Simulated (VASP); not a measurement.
Given:

```xyz
3
Lattice="3.6996 0.0000 0.0000 -1.8498 3.2040 0.0000 0.0000 0.0000 5.6450" Properties=species:S:1:pos:R:3 pbc="T T T"
Se     0.0000     2.1360     1.2891
Se     1.8498     1.0680     4.3559
Pt     3.6996     0.0000     5.6450
```

The numbers are results of SCAN meta-GGA, VASP's PBE PAW potentials (set 64) (plane waves; VASP), not measurements. Settings: 400 eV cut-off, 8×8×5 Γ-centred mesh, tetrahedra with Blöchl corrections, potentials Se Pt.

The cores are frozen, which limits the accuracy of field gradients.

**Question.** Give the principal components of the electric field gradient (V/Å²) and the asymmetry η at each nucleus.

**Answer.** 
```json
[
 {"atom": "Se1", "Vxx": "51.2", "Vyy": "51.2", "Vzz": "-102.3", "η": "0.00"},
 {"atom": "Se2", "Vxx": "51.2", "Vyy": "51.2", "Vzz": "-102.3", "η": "0.00"},
 {"atom": "Pt3", "Vxx": "-68.5", "Vyy": "-68.5", "Vzz": "137.0", "η": "0.00"}
]
```

The structure comes from a measured PtSe2 entry (P-3m1) of the Crystallography Open Database, whose conditions weren't checked. It was relaxed first, which changed the volume by +11 %.
